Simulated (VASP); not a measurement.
```xyz
4
Lattice="3.9525 0.0000 0.0000 0.0000 3.9525 0.0000 0.0000 0.0000 3.9525" Properties=species:S:1:pos:R:3 pbc="T T T"
Sc     0.0000     0.0000     0.0000
Al     0.0000     1.9762     1.9762
Al     1.9762     0.0000     1.9762
Al     1.9762     1.9762     0.0000
```

Computed with PBEsol GGA, VASP's PBE PAW potentials (set 64) (plane waves; VASP). Settings: 500 eV cut-off, 8×8×8 Γ-centred mesh, first-order Methfessel-Paxton smearing of 0.10 eV, potentials Sc_sv Al.

Energy and stress use the plane-wave basis of the starting cell.

Q: The ions, cell shape and volume at an external pressure of 20.0 GPa are relaxed. What does this cell relax into?

A: 
```xyz
4
Lattice="3.8654 0.0000 0.0000 0.0000 3.8654 0.0000 0.0000 0.0000 3.8654" Properties=species:S:1:pos:R:3 pbc="T T T"
Sc     0.0000     0.0000     0.0000
Al     0.0000     1.9327     1.9327
Al     1.9327     0.0000     1.9327
Al     1.9327     1.9327     0.0000
```
Space group Pm-3m (221), at a tolerance of 0.03 Å.

Q: How do energy and volume change from the first to the last step?

A: The energy (σ→0) changes by +91.3 meV/atom and the volume by -6.5 %, in 3 ionic steps.

The compound is Al3Sc in the L1_2 structure. This run relaxes it under an external pressure of 20 GPa. Symmetry was kept, so distortions that lower it aren't found.
